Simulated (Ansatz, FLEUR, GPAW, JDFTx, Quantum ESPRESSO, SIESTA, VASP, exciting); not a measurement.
C: programs and potentials compared

```xyz
2
Lattice="0.0000 1.7834 1.7834 1.7834 0.0000 1.7834 1.7834 1.7834 0.0000" Properties=species:S:1:pos:R:3 pbc="T T T"
C     2.6751    2.6751    2.6751
C     1.7834    1.7834    1.7834
```

Alike in all runs: task band structure; functional PBEsol; k mesh 13 × 13 × 13; occupations fermi-dirac, width 0.05 eV; no spin polarisation; no spin-orbit coupling. Pressure is positive in compression and, in plane waves, holds the error of the finite cutoff, which Ansatz's Pulay term estimates and takes out. Gaps are the smaller of the mesh's and the band path's.

```csv
program and potentials,plane-wave cutoff (eV),notes,band gap (eV),pressure (GPa)
"JDFTx, SG15-PBE-1.2 with smoothed tails",1361,potentials made for PBE,4.00,-
"SIESTA, files PseudoDojo sr-pbesol-0.4.1-standard, DZP (energy shift 0.003 Ry)",-,atomic basis,4.14,5.12
"Ansatz, Ansatz PAW (files of its older set among them)",820,"potentials made for PBE, which Ansatz adapts in part",4.01,-4.67
"Ansatz, PseudoDojo stringent (PBEsol files)",1116,Pulay term of +0.20 GPa included,4.05,-3.05
"Ansatz, JTH PAW",780,potentials made for PBE; Pulay term of +0.28 GPa included,4.00,-5.36
"Ansatz, all-electron LAPW, scalar-relativistic",-,-,4.01,-4.78
"exciting, all-electron LAPW+lo, shipped species files, valence relativity iora*",-,-,4.01,-
"VASP, PBE PAW files C, 520 eV",520,potentials made for PBE,4.00,-3.75
"Quantum ESPRESSO, PseudoDojo 0.4.1 SR PBEsol standard",1116,-,?,?
"FLEUR, all-electron, FLAPW",-,-,4.01,-
"JDFTx, PseudoDojo-SR-PBEsol-0.4.1-standard",1116,-,4.05,-
"GPAW, PAW data sets generated for this functional",800,-,4.00,-5.16
```

Estimate from the other rows what the run with Quantum ESPRESSO, PseudoDojo 0.4.1 SR PBEsol standard gave.

Band gap 4.05 eV; pressure -3.34 GPa. The other rows, which needn't bracket it: band gap 4.00 to 4.14; pressure -5.36 to 5.12.
